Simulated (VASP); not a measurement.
Computed with PBEsol GGA, VASP's PBE PAW potentials (set 64) (plane waves; VASP).

VASP input:

File POSCAR:
```
Zn4S3Te
1
   -0.0000000000     2.7686234863     2.7686234863
    2.7686234863    -0.0000000000     2.7686234863
   11.0797898492    11.0797898492    -0.0052959038
Zn Te S
4 1 3
Direct
  0.0296396642   0.0296396642   0.9777702518
  0.9728244653   0.9728244653   0.2703816511
  0.9907720985   0.9907720985   0.5069209261
  0.0085735348   0.0085735348   0.7435698490
  0.2451278302   0.2451278302   0.0661541274
  0.2330637703   0.2330637703   0.3252021723
  0.2510372251   0.2510372251   0.5617220811
  0.2689614118   0.2689614118   0.7982789412
```

**KPOINTS**
```
Automatic mesh
0
Gamma
8 8 2
0 0 0
```

INCAR:
```
! general
SYSTEM  = Zn4S3Te
PREC    = Accurate
ENCUT   = 400
LREAL   = F
LASPH   = T

! electronic loop
EDIFF   = 1E-7
NELM    = 100
ALGO    = Normal
LMAXMIX = 4

! smearing
ISMEAR  = -5

! functional
GGA     = PS

! ions
ISIF    = 2

! output
LWAVE   = F
LCHARG  = T
LORBIT  = 11
NEDOS   = 601

! other
LEFG    = T
```

POTCAR, in this order: Zn Te S (PBE.64 set). Program: vasp_std.

Output of the run:

File OSZICAR:
```
       N       E                     dE             d eps       ncg     rms          rms(c)
DAV:   1     0.495586926770E+03    0.49559E+03   -0.27830E+04  1720   0.163E+03
DAV:   2     0.315683852562E+02   -0.46402E+03   -0.45245E+03  1752   0.381E+02
DAV:   3    -0.272812886481E+02   -0.58850E+02   -0.58309E+02  1928   0.135E+02
DAV:   4    -0.296493483551E+02   -0.23681E+01   -0.23595E+01  2072   0.270E+01
DAV:   5    -0.296910094889E+02   -0.41661E-01   -0.41628E-01  2197   0.368E+00    0.131E+01
DAV:   6    -0.281896719290E+02    0.15013E+01   -0.40651E+00  2400   0.458E+01    0.994E+00
DAV:   7    -0.282551012278E+02   -0.65429E-01   -0.38611E+00  1874   0.891E+00    0.363E+00
DAV:   8    -0.282066243660E+02    0.48477E-01   -0.26884E-01  2170   0.568E+00    0.962E-01
DAV:   9    -0.282029905114E+02    0.36339E-02   -0.80711E-02  2186   0.454E+00    0.381E-01
DAV:  10    -0.282040837886E+02   -0.10933E-02   -0.16511E-02  1975   0.168E+00    0.349E-01
DAV:  11    -0.282041914255E+02   -0.10764E-03   -0.98362E-04  1970   0.232E-01    0.360E-01
DAV:  12    -0.282042662883E+02   -0.74863E-04   -0.12428E-04  2183   0.235E-01    0.357E-01
DAV:  13    -0.282056644380E+02   -0.13981E-02   -0.46872E-03  2128   0.806E-01    0.503E-01
DAV:  14    -0.282054735169E+02    0.19092E-03   -0.55316E-04  2017   0.317E-01    0.533E-01
DAV:  15    -0.282053401065E+02    0.13341E-03   -0.12723E-04  1991   0.918E-02    0.511E-01
DAV:  16    -0.282050865522E+02    0.25355E-03   -0.68064E-05  2130   0.105E-01    0.456E-01
DAV:  17    -0.282045631580E+02    0.52339E-03   -0.42041E-04  2145   0.375E-01    0.339E-01
DAV:  18    -0.282044158679E+02    0.14729E-03   -0.16585E-04  2159   0.132E-01    0.281E-01
DAV:  19    -0.282043693044E+02    0.46564E-04   -0.19187E-05  2642   0.520E-02    0.265E-01
DAV:  20    -0.282042868607E+02    0.82444E-04   -0.21771E-05  2172   0.112E-01    0.232E-01
DAV:  21    -0.282040272555E+02    0.25961E-03   -0.13589E-03  2139   0.835E-01    0.238E-02
DAV:  22    -0.282040588092E+02   -0.31554E-04   -0.30850E-04  1851   0.126E-01    0.358E-02
DAV:  23    -0.282040599249E+02   -0.11157E-05   -0.48237E-06  2753   0.248E-02    0.423E-02
DAV:  24    -0.282040522113E+02    0.77136E-05   -0.70632E-06  2131   0.693E-02    0.299E-02
DAV:  25    -0.282040499424E+02    0.22689E-05   -0.11372E-05  2156   0.543E-02    0.277E-02
DAV:  26    -0.282040457575E+02    0.41848E-05   -0.14276E-05  2115   0.814E-02    0.420E-03
DAV:  27    -0.282040461568E+02   -0.39924E-06   -0.30705E-06  1996   0.259E-02    0.747E-03
DAV:  28    -0.282040461392E+02    0.17566E-07   -0.23394E-07  1358   0.370E-03
   1 F= -.28204046E+02 E0= -.28204046E+02  d E =0.000000E+00
```

**OUTCAR**
```
------------------------ aborting loop because EDIFF is reached ----------------------------------------
  FORCE on cell =-STRESS in cart. coord.  units (eV):
  Direction    XX          YY          ZZ          XY          YZ          ZX
  --------------------------------------------------------------------------------------
  Total       -0.0183069     -0.0183069     -0.0183069      0.0426674     -0.0426674     -0.0426674
  in kB       -0.1726368     -0.1726368     -0.1726368      0.4023591     -0.4023591     -0.4023591
  external PRESSURE =      -0.1726368 kB  Pullay stress =       0.0000000 kB
  volume of cell :      169.90
      direct lattice vectors                 reciprocal lattice vectors
     0.000000000  2.768623486  2.768623486    -0.180552009  0.180638309  0.180552009
     2.768623486  0.000000000  2.768623486     0.180638309 -0.180552009  0.180552009
    11.079789849 11.079789849 -0.005295904     0.045116427  0.045116427 -0.045116427
 POSITION                                       TOTAL-FORCE (eV/Angst)
 -----------------------------------------------------------------------------------
     10.91555     10.91555      0.15894        -0.007994     -0.007994      0.007994
      5.68916      5.68916      5.38534        -0.004645     -0.004645      0.004645
      8.35965      8.35965      5.48347         0.000307      0.000307     -0.000307
      8.26233      8.26233      0.04354         0.002250      0.002250     -0.002250
      1.41164      1.41164      1.35698         0.000745      0.000745     -0.000745
      4.24844      4.24844      1.28881         0.003595      0.003595     -0.003595
      6.91879      6.91879      1.38708         0.006032      0.006032     -0.006032
      9.58942      9.58942      1.48508        -0.000288     -0.000288      0.000288
 -----------------------------------------------------------------------------------
    total drift:                                0.000218      0.000218     -0.000201
  FREE ENERGIE OF THE ION-ELECTRON SYSTEM (eV)
  ---------------------------------------------------
  free  energy   TOTEN  =       -28.2040461392 eV

  energy  without entropy=      -28.2040461392  energy(sigma->0) =      -28.20404614

 total charge

# of ion       s       p       d       tot
------------------------------------------
    1        0.577   0.545   9.776  10.898
    2        0.525   0.449   9.785  10.759
    3        0.521   0.465   9.795  10.781
    4        0.520   0.463   9.796  10.779
    5        1.344   2.143   0.039   3.526
    6        1.313   2.392   0.000   3.705
    7        1.311   2.397   0.000   3.708
    8        1.310   2.395   0.000   3.706
--------------------------------------------------
tot          7.420  11.249  39.191  57.860

 Electric field gradients after diagonalization (V/A^2)
 (convention: |V_zz| > |V_xx| > |V_yy|)
----------------------------------------------------------------------
 ion       V_xx      V_yy      V_zz     asymmetry (V_yy - V_xx)/ V_zz
----------------------------------------------------------------------
   1       2.704     2.703    -5.407       0.000
   2      -4.257    -4.256     8.513       0.000
   3       3.415     3.415    -6.830       0.000
   4       3.256     3.254    -6.510       0.000
   5     -85.458   -85.458   170.916       0.000
   6       8.029     8.028   -16.057       0.000
   7       8.195     8.194   -16.390       0.000
   8       5.541     5.540   -11.081       0.000
```
(Selected blocks of OUTCAR.)

The structure was generated: Zn4S3Te was put into an ordered model structure (R3m), which need not be its known phase. It was relaxed first.
